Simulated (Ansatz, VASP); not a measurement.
## Si2Sb2Se in VASP and in Ansatz

```xyz
5
Lattice="4.4542 0.0000 0.0000 -2.2271 3.8574 0.0000 0.0000 0.0000 8.4130" Properties=species:S:1:pos:R:3 pbc="T T T"
Si    0.0000    2.5716    0.0000
Si    2.2271    1.2858    0.0000
Sb    0.0000    0.0000    6.7986
Sb    0.0000    0.0000    1.6144
Se    0.0000    0.0000    4.2065
```

Alike in both runs: functional PBE; k mesh 6 × 6 × 2; occupations gaussian, width 0.1 eV; no spin polarisation.

Ansatz relaxed the structure, and its values are those at the end. VASP's run is a single point on that final structure, the one shown.

|  | VASP | Ansatz |
| --- | --- | --- |
| version | VASP 6.6.1 | Ansatz 0.2.0 |
| potentials or method | VASP PAW PBE potentials, release 64 (Si, Sb, Se) | scalar-relativistic, plane waves, PAW |
| plane-wave cutoff (eV) | 520 | 420 |
| valence electrons in the cell | 24 | 54 |

Ansatz gave:

- gap on the k mesh at the Fermi level (eV): none
- pressure (GPa): 0.0
- rms of the force components (eV/Å): 0.007

What did VASP give for the same quantities?

gap on the k mesh at the Fermi level (eV): none; pressure (GPa): 0.0; rms of the force components (eV/Å): 0.012.

A gap of «none» marks a metal or a gap that the smearing closes. With one functional, cell and mesh, what is left measures potentials, basis and numerics. The two sets of potentials don't hold the same shells in valence.

Caveats: the k mesh is coarse (spacing up to 0.37 Å⁻¹), so the values aren't converged. Spin-orbit coupling is left out, which matters for the levels of Sb.
